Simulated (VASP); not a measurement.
These are PBE GGA, VASP's PBE PAW potentials (set 64) (plane waves; VASP) values and carry that method's errors.

Input for VASP

INCAR:
```
ALGO = Normal
EDIFF = 1E-6
ENCUT = 400
GGA = PE
ISIF = 2
ISMEAR = 0
LASPH = .TRUE.
LCHARG = .FALSE.
LMAXMIX = 4
LREAL = .FALSE.
LWAVE = .FALSE.
NELM = 100
PREC = Accurate
SIGMA = 0.05
SYSTEM = AgCl
```

**POSCAR**
```
AgCl
1
    0.0000000000     2.7750000000     2.7750000000
    2.7750000000     0.0000000000     2.7750000000
    2.7750000000     2.7750000000     0.0000000000
Ag Cl
1 1
Direct
  0.0000000000   0.0000000000   0.0000000000
  0.5000000000   0.5000000000   0.5000000000
```

**KPOINTS**
```
kpoints
0
Gamma
1 1 1
0 0 0
```

POTCAR, in this order: Ag Cl (PBE.64 set). Program: vasp_std.

**Question.** Estimate the energy per atom (σ→0).

**Answer.** 
energy per atom (σ→0): -1.363 eV/atom

**OSZICAR**
```
...
DAV:   6    -0.279959334310E+01    0.16248E+01   -0.42258E+00    26   0.172E+01    0.356E+00
DAV:   7    -0.271162340642E+01    0.87970E-01   -0.29713E-01    26   0.349E+00    0.246E+00
DAV:   8    -0.272025869942E+01   -0.86353E-02   -0.55777E-02    26   0.178E+00    0.901E-01
DAV:   9    -0.272577121172E+01   -0.55125E-02   -0.50606E-03    26   0.759E-01    0.174E-01
DAV:  10    -0.272610230966E+01   -0.33110E-03   -0.24277E-04    26   0.155E-01    0.113E-01
DAV:  11    -0.272616395873E+01   -0.61649E-04   -0.78003E-05    26   0.915E-02    0.104E-02
DAV:  12    -0.272616416397E+01   -0.20524E-06   -0.14376E-06    28   0.104E-02
   1 F= -.27261642E+01 E0= -.27261642E+01  d E =-.784518E-15
```

The compound is AgCl in the rock salt structure. The cell was not relaxed at this level. The k-mesh is coarse (spacing up to 1.96 per Å, 2π included), so the numbers may not be converged in it. The run is one of a series of settings (KPOINTS 1×1×1 Γ-centred mesh against the base run), some of them coarse on purpose.
